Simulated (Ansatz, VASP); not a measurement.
# One calculation of RuSe, two programs

INCAR

```
PREC = Accurate
ENCUT = 520
EDIFF = 1E-7
ISMEAR = 0
SIGMA = 0.05
LREAL = False
LASPH = True
NELM = 150
ALGO = Normal
ISIF = 2
LWAVE = False
LCHARG = True
LMAXMIX = 4
LDAU = True
LDAUTYPE = 2
LDAUL = 2 -1
LDAUU = 7 0
LDAUJ = 0 0
LDAUPRINT = 1
GGA = PS
LELF = True
LVHAR = True
NBANDS = 17
```

File KPOINTS:

```
regular mesh
0
Gamma
  6 6 6
```

File POSCAR:

```
RuSe
1.0
    3.1876923100      0.0000000000      0.0000000000
    0.0000000000      3.1876923100      0.0000000000
    0.0000000000      0.0000000000      3.1876923100
Ru Se
1 1
Direct
    0.0000000000      0.0000000000      0.0000000000
    0.5000000000      0.5000000000      0.5000000000
```

The input input.yaml:

```yaml
crystal:
  lattice:
    - [3.18769231, 0.0, 0.0]
    - [0.0, 3.18769231, 0.0]
    - [0.0, 0.0, 3.18769231]
  atoms:
    - { symbol: Ru, position: [0.0, 0.0, 0.0] }
    - { symbol: Se, position: [0.5, 0.5, 0.5] }
kpoints:
  mp_grid: { grid: [6, 6, 6] }
scf:
  occupations: { method: gaussian, width: 0.05 }
hamiltonian:
  xc: pbesol
  pseudopotentials: { kind: all_electron, lapw: { basis_error: 0.001 } }
  hubbard:
    sites: [{ species: Ru, l: d, u_eff: 7 }]
    double_counting: fll
    projectors: ortho-atomic
output:
  forces: true
  stress: true
  eigenvalues: true
  hubbard: {}
```

The cell comes from a database or a generator and needn't be the stable form of this composition.

Alike in both runs: task single point; functional PBEsol; k mesh 6 × 6 × 6; occupations gaussian, width 0.05 eV; no spin polarisation; Hubbard terms Ru d U = 7.0 eV.

|  | VASP | Ansatz |
| --- | --- | --- |
| version | VASP 6.6.1 | Ansatz 0.2.0 |
| potentials or method | VASP PAW PBE potentials, release 64 (Ru_pv, Se) | all-electron LAPW, scalar-relativistic |
| plane-wave cutoff (eV) | 520 | see its input |

Ansatz gave:

| Quantity | Value |
| --- | --- |
| gap on the k mesh at the Fermi level (eV) | none |
| pressure (GPa) | -18.2 |

Problem. Which values does VASP return?

Solution. gap on the k mesh at the Fermi level (eV): none; pressure (GPa): -16.0.

The programs project onto different local orbitals, so the same U acts differently. A gap of «none» marks a metal or a gap that the smearing closes. Ansatz ran all-electron here, so the differences hold the error of VASP's frozen core and of both bases.

Caveats: U without spin polarisation on a metal has little footing; the PAW data sets were made with another functional, which shifts forces and pressure a little (VASP); the k mesh is thin for a metal, which can move the energy by tens of meV per atom (Ansatz); U is the effective U less J, on atomic orbitals that reach past the spheres (Ansatz).
